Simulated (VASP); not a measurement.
Consider the following.

```xyz
3
Lattice="1.8762 -3.2496 0.0000 1.8762 3.2496 0.0000 0.0000 0.0000 6.0760" Properties=species:S:1:pos:R:3 pbc="T T T"
Zr     0.0000     0.0000     0.0000
Se     1.8762     1.0832     1.5901
Se     1.8762    -1.0832     4.4859
```

All values below come from vdW-DF-cx, VASP's PBE PAW potentials (set 64) (plane waves; VASP 6.6.1). Settings: 520 eV cut-off, 8×8×4 Γ-centred mesh, tetrahedra with Blöchl corrections, potentials Zr_sv Se.

The cores are frozen, which limits the accuracy of field gradients.

Problem. Give the principal components of the electric field gradient (V/Å²) and the asymmetry η at each nucleus.

Solution. 
```tsv
atom	Vxx	Vyy	Vzz	η
Zr1	15.5	15.5	-30.9	0.00
Se2	-4.1	-4.1	8.1	0.00
Se3	-4.1	-4.1	8.1	0.00
```

The compound is ZrSe2 in the 1T layered structure. It was relaxed first.
